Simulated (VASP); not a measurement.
Given:

```
CELL_PARAMETERS angstrom
      2.80722     0.00000     0.00000
      0.00000     2.80722     0.00000
      0.00000     0.00000     4.03954
ATOMIC_POSITIONS crystal
  Ti 0.00000 0.00000 0.00000
  Al 0.50000 0.50000 0.50000
```

These are vdW-DF-cx, VASP's PBE PAW potentials (set 64) (plane waves; VASP 6.6.1) values and carry that method's errors. Run with 520 eV cut-off, Gaussian smearing of 0.050 eV, potentials Ti_sv Al.

Q: Give the energies of bands 5 to 10 at the high-symmetry points, in eV from the Fermi level.

A: 
```csv
band,Γ,X,M,Z,R,A
5,-9.09,-4.58,-3.22,-7.60,-4.95,-2.56
6,-1.89,-4.54,-0.46,-5.27,-2.96,-2.32
7,-0.89,-1.74,-0.46,-0.71,-1.20,-2.32
8,-0.32,-0.27,-0.43,0.64,-1.12,1.92
9,2.18,1.76,-0.24,1.82,1.39,2.16
10,2.18,2.55,-0.24,1.82,1.81,2.72
```

It has no gap at this level: it comes out as a metal or semimetal.

The compound is TiAl in the L1_0 structure. It was relaxed first. The electron count is odd and the run is not spin-polarised, which forces a metal.
